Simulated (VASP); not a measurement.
```yaml
crystal:
  lattice:
    - [1.58174, -2.73965, 0.00000]
    - [1.58174, 2.73965, 0.00000]
    - [0.00000, 0.00000, 10.28358]
  atoms:
    - { symbol: Ga, position: [0.66667, 0.33333, 0.25402] }
    - { symbol: Ga, position: [0.33333, 0.66667, 0.00115] }
    - { symbol: Ga, position: [0.66667, 0.33333, 0.74875] }
    - { symbol: N, position: [0.66667, 0.33333, 0.44457] }
    - { symbol: N, position: [0.33333, 0.66667, 0.19112] }
    - { symbol: N, position: [0.66667, 0.33333, 0.93871] }
    - { symbol: N, position: [0.33333, 0.66667, 0.68511] }
    - { symbol: Al, position: [0.33333, 0.66667, 0.50057] }
```

The numbers are results of PBEsol GGA, VASP's PBE PAW potentials (set 64) (plane waves; VASP), not measurements. Run with 520 eV cut-off, Gaussian smearing of 0.050 eV, potentials Ga_d N Al.

Task: Give the energies of bands 22 to 35 at the high-symmetry points, in eV from the valence-band maximum.

Result: 
```
band      Γ      M      K      A      L      H
----  -----  -----  -----  -----  -----  -----
22    -3.53  -6.15  -5.35  -1.77  -5.96  -5.83
23    -1.25  -5.01  -5.33  -1.29  -5.38  -5.09
24    -1.25  -4.13  -4.53  -1.23  -3.35  -4.98
25    -0.68  -2.69  -4.31  -1.23  -3.11  -4.81
26    -0.68  -2.24  -4.18  -0.78  -2.53  -3.32
27    -0.42  -1.99  -3.03  -0.78  -2.41  -3.22
28    -0.42  -1.97  -2.90  -0.30  -1.76  -2.24
29    -0.11  -1.86  -2.76  -0.30  -1.59  -2.15
30     0.00  -1.73  -1.45  -0.05  -1.33  -2.06
31     0.00  -0.99  -1.36  -0.05  -1.23  -2.06
32     2.31   4.29   4.87   3.26   4.07   5.49
33     4.38   4.54   6.39   3.58   4.55   5.83
34     4.53   5.08   6.58   4.58   5.12   6.98
35     5.25   5.67   6.94   5.26   5.24   7.23
```

The gap is direct, 2.31 eV, from the valence maximum at Γ to the conduction minimum at Γ.

The structure was generated: AlGa3N4 was put into an ordered model structure (P3m1), which need not be its known phase. It was relaxed first.
